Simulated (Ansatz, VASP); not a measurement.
AlIn2As2P in VASP and in Ansatz

```
Al In P As
1.0
     5.14128    0.00000    0.00000
     0.00000    5.14128    0.00000
     0.00000    0.00000    5.54468
Al In P As
1 2 1 2
Cartesian
  0.0000 0.0000 2.7723
  2.5706 2.5706 1.4306
  2.5706 2.5706 4.1141
  0.0000 0.0000 0.0000
  0.0000 2.5706 0.0000
  2.5706 0.0000 0.0000
```

Change from the starting cell: species swapped into the PrSi2Mo2C type (P4/mmm, No. 123).

Alike in both runs: functional PBE; k mesh 4 × 4 × 4; occupations gaussian, width 0.1 eV; no spin polarisation.

Ansatz relaxed the structure, and its values are those at the end. VASP's run is a single point on that final structure, the one shown.

|  | VASP | Ansatz |
| --- | --- | --- |
| version | VASP 6.6.1 | Ansatz 0.2.0 |
| potentials or method | VASP PAW PBE potentials, release 64 (Al, In_d, P, As) | scalar-relativistic, plane waves, PAW |
| plane-wave cutoff (eV) | 520 | 420 |
| valence electrons in the cell | 44 | 64 |

|  | VASP | Ansatz | Ansatz less VASP |
| --- | --- | --- | --- |
| gap on the k mesh at the Fermi level (eV) | none | none | - |
| pressure (GPa) | 0.1 | 0.0 | -0.02 |

A gap of «none» marks a metal or a gap that the smearing closes. The two sets of potentials don't hold the same shells in valence.
